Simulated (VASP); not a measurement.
A convergence study with VASP on CsPbCl$_{3}$ (space group no. 221 when undisturbed): a few settings are varied, all else stays as given below, so the limit is that of these other settings. One atom is moved off its site, so that forces are finite.

```
CsPbCl3
1.0
    5.63805     0.00000     0.00000
    0.00000     5.63805     0.00000
    0.00000     0.00000     5.63805
Cs Pb Cl
1 1 3
Direct
  0.00000   0.00000   0.00887
  0.50000   0.50000   0.50000
  0.50000   0.00000   0.50000
  0.00000   0.50000   0.50000
  0.50000   0.50000   0.00000
```

Method: PBE GGA, VASP's PBE PAW potentials (set 64) (plane waves; VASP). The last row used: 300 eV cut-off, 13×13×13 Γ-centred mesh shifted by (0.5, 0.5, 0.5), Fermi-Dirac smearing of 0.050 eV, potentials Cs_sv Pb_d Cl.

Unless said otherwise, spin-orbit coupling is left out, though it shifts the bands of the heavy elements here.

```csv
setting,E (eV/atom),pressure (GPa),largest force (eV/Å),irreducible k-points
1×1×1 mesh,[?],[?],[?],1
2×2×2 mesh,-3.5984,0.00,0.012,1
3×3×3 mesh,-3.4860,1.22,0.013,6
4×4×4 mesh,-3.5090,0.85,0.013,6
5×5×5 mesh,-3.5041,0.96,0.013,18
6×6×6 mesh,-3.5054,0.92,0.013,18
7×7×7 mesh,[?],0.93,0.013,40
8×8×8 mesh,-3.5051,0.93,0.013,40
9×9×9 mesh,-3.5051,0.93,0.013,75
10×10×10 mesh,-3.5051,0.93,0.013,75
12×12×12 mesh,-3.5051,0.93,0.013,126
13×13×13 mesh,-3.5051,0.93,0.013,196
```

Question: What belongs in the gaps?

Answer: 
- 1×1×1 mesh, E (eV/atom): -2.1114
- 1×1×1 mesh, pressure (GPa): 11.70
- 1×1×1 mesh, largest force (eV/Å): 0.024
- 7×7×7 mesh, E (eV/atom): -3.5050

Left out are rungs that failed or repeat a setting and relaxations that didn't move; long series are thinned to 24 rows.

The structure is a typed CsPbCl3 crystal (space group no. 221). The cell was not relaxed at this level, it is distorted from the ideal structure.
